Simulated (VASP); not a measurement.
The system is SnO2.

```xyz
6
Lattice="4.7648 0.0000 0.0000 0.0000 4.7648 0.0000 0.0000 0.0000 3.2075" Properties=species:S:1:pos:R:3 pbc="T T T"
Sn    2.3824    2.3824    1.6037
Sn    0.0000    0.0000    0.0000
O     0.9245    3.8403    1.6037
O     3.8403    0.9245    1.6037
O     1.4579    1.4579    0.0000
O     3.3069    3.3069    0.0000
```

The cell is a database's computed one.

```yaml
Program: VASP 6.6.1
Task: relaxation of cell and atoms
Functional: PBE
Potentials_or_basis: VASP PAW PBE potentials, release 64 (Sn_d, O)
Cutoff: 600 eV
k_mesh: 4 × 4 × 6
Occupations: gaussian, width 0.1 eV
Spin: no spin polarisation
```

At the start: pressure 7.3 GPa; volume 12.14 Å³/atom.

Where does the relaxation end?

Over 5 steps the energy falls by 10.0 meV/atom and the volume is 12.59 Å³/atom (+3.8 %); space group P4_2/mnm (No. 136, to 0.05 Å).

The path:
```tsv
step	energy change (eV)	largest force (eV/Å)	pressure (GPa)	volume (Å³)
1	0.0000	0.0403	7.26	72.82
2	0.0190	0.2346	-6.98	78.77
3	-0.0583	0.1009	0.02	75.49
4	-0.0583	0.0983	0.15	75.44
5	-0.0601	0.0094	0.10	75.55
```

Final structure:
```
Sn O
1.0
     4.82555    0.00000    0.00000
     0.00000    4.82555    0.00000
     0.00000    0.00000    3.24455
Sn O
2 4
Direct
  0.50000 0.50000 0.50000
  0.00000 0.00000 0.00000
  0.19354 0.80646 0.50000
  0.80646 0.19354 0.50000
  0.30646 0.30646 0.00000
  0.69354 0.69354 0.00000
```
